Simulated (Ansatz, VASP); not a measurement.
## B5Ru in VASP and in Ansatz

```
B Ru
1.0
     0.00000    2.80149    2.80149
     2.80149    0.00000    2.80149
     2.80149    2.80149    0.00000
B Ru
5 1
Direct
  0.12225 0.12225 0.63326
  0.12225 0.63326 0.12225
  0.75000 0.75000 0.75000
  0.12225 0.12225 0.12225
  0.63326 0.12225 0.12225
  0.50000 0.50000 0.50000
```

Change from the starting cell: species swapped into the HfNi5 type (F-43m, No. 216).

Alike in both runs: functional PBE; k mesh 12 × 12 × 12; occupations gaussian, width 0.1 eV; no spin polarisation.

Ansatz relaxed the structure, and its values are those at the end. VASP's run is a single point on that final structure, the one shown.

|  | VASP | Ansatz |
| --- | --- | --- |
| version | VASP 6.6.1 | Ansatz 0.2.0 |
| potentials or method | VASP PAW PBE potentials, release 64 (B, Ru_pv) | scalar-relativistic, plane waves, PAW |
| plane-wave cutoff (eV) | 520 | 420 |
| valence electrons in the cell | 29 | 31 |

```tsv
	VASP	Ansatz	Ansatz less VASP
gap on the k mesh at the Fermi level (eV)	none	none	-
pressure (GPa)	0.0	0.0	+0.01
```

A gap of «none» marks a metal or a gap that the smearing closes. The functional is the same, so the differences come from potentials, cutoffs and numerics. The two sets of potentials don't hold the same shells in valence.
